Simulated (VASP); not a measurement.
The system is TiSb3P4.

```xyz
8
Lattice="-3.7144 3.7144 3.7144 3.7144 -3.7144 3.7144 3.7144 3.7144 -3.7144" Properties=species:S:1:pos:R:3 pbc="T T T"
Ti    0.0000    0.0000    0.0000
Sb    3.7144    0.0000    0.0000
Sb    0.0000    3.7144    0.0000
Sb    0.0000    0.0000    3.7144
P     1.8572    1.8572    1.8572
P     1.8572    1.8572   -1.8572
P     1.8572   -1.8572    1.8572
P    -1.8572    1.8572    1.8572
```

The cell was built by a generator and needn't be a form met in nature.

The cell isn't the ideal one: random cell by space group and Wyckoff sites (Im-3m, No. 229).

* Program: VASP 6.6.1
* Task: relaxation of cell and atoms
* Functional: PBE
* Potentials or basis: VASP PAW PBE potentials, release 64 (Ti_sv, Sb, P)
* Cutoff: 600 eV
* k mesh: 4 × 4 × 4
* Occupations: gaussian, width 0.1 eV
* Spin: no spin polarisation

At the start: pressure -12.9 GPa; volume 25.62 Å³/atom.

Question: Where does the relaxation end?

Answer: Over 3 steps the energy falls by 340.1 meV/atom and the volume is 19.12 Å³/atom (-25.4 %); space group Im-3m (No. 229, to 0.05 Å).

Step by step:
```tsv
step	energy change (eV)	largest force (eV/Å)	pressure (GPa)	volume (Å³)
1	0.0000	0.0000	-12.91	204.99
2	-2.7008	0.0000	1.96	149.65
3	-2.7205	0.0000	0.02	152.93
```

Final structure:
```yaml
crystal:
  lattice:
    - [-3.36883, 3.36883, 3.36883]
    - [3.36883, -3.36883, 3.36883]
    - [3.36883, 3.36883, -3.36883]
  atoms:
    - { symbol: Ti, position: [0.00000, 0.00000, 0.00000] }
    - { symbol: Sb, position: [0.00000, 0.50000, 0.50000] }
    - { symbol: Sb, position: [0.50000, 0.00000, 0.50000] }
    - { symbol: Sb, position: [0.50000, 0.50000, 0.00000] }
    - { symbol: P, position: [0.50000, 0.50000, 0.50000] }
    - { symbol: P, position: [0.00000, 0.00000, 0.50000] }
    - { symbol: P, position: [0.00000, 0.50000, 0.00000] }
    - { symbol: P, position: [0.50000, 0.00000, 0.00000] }
```

Caveat: the volume moved by over 15 % at a fixed basis, so the end points are rough.
